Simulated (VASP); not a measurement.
Input:

```
CELL_PARAMETERS angstrom
      2.09973    -3.63684     0.00000
      2.09973     3.63684     0.00000
      0.00000     0.00000     6.82015
ATOMIC_POSITIONS crystal
  Cd 0.66667 0.33333 0.50000
  Cd 0.33333 0.66667 0.00000
  S  0.66667 0.33333 0.87700
  S  0.33333 0.66667 0.37700
```

These are PBE GGA, VASP's PBE PAW potentials (set 64) (plane waves; VASP) values and carry that method's errors. Settings: 350 eV cut-off, 6×6×3 Γ-centred mesh, Gaussian smearing of 0.050 eV, potentials Cd S.

**Question.** Estimate the energy per atom (σ→0), band gap (on the k-mesh) with the smallest direct gap where there is one.

**Answer.** 
The band gap (on the k-mesh) is 1.11 eV and the smallest direct gap (on the k-mesh) comes out as 1.11 eV. The energy per atom (σ→0) is -3072 meV/atom.

Total energies compare only between runs with the same potentials, cut-off and functional.

The compound is CdS in the wurtzite structure. It was relaxed first.
